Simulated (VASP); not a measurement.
Consider the following.

```yaml
crystal:
  lattice:
    - [0.00000, 2.79479, 2.79479]
    - [2.79479, 0.00000, 2.79479]
    - [2.79479, 2.79479, 0.00000]
  atoms:
    - { symbol: Na, position: [0.00000, 0.00000, 0.00000] }
    - { symbol: Cl, position: [0.50000, 0.50000, 0.50000] }
```

Method: r2SCAN meta-GGA, VASP's PBE PAW potentials (set 64) (plane waves; VASP). Settings: PREC = Normal, EDIFF = 1E-5, 400 eV cut-off, 9×9×9 Γ-centred mesh, Gaussian smearing of 0.050 eV, potentials Na_pv Cl.

**Question.** Estimate the energy per atom (σ→0), band gap (on the k-mesh) with the smallest direct gap where there is one.

**Answer.** 
| Property | Result |
|---|---|
| band gap (on the k-mesh) | 6.03 eV |
| smallest direct gap (on the k-mesh) | 6.03 eV |
| energy per atom (σ→0) | -6.893 eV/atom |

The compound is NaCl in the rock salt structure. It was relaxed first.
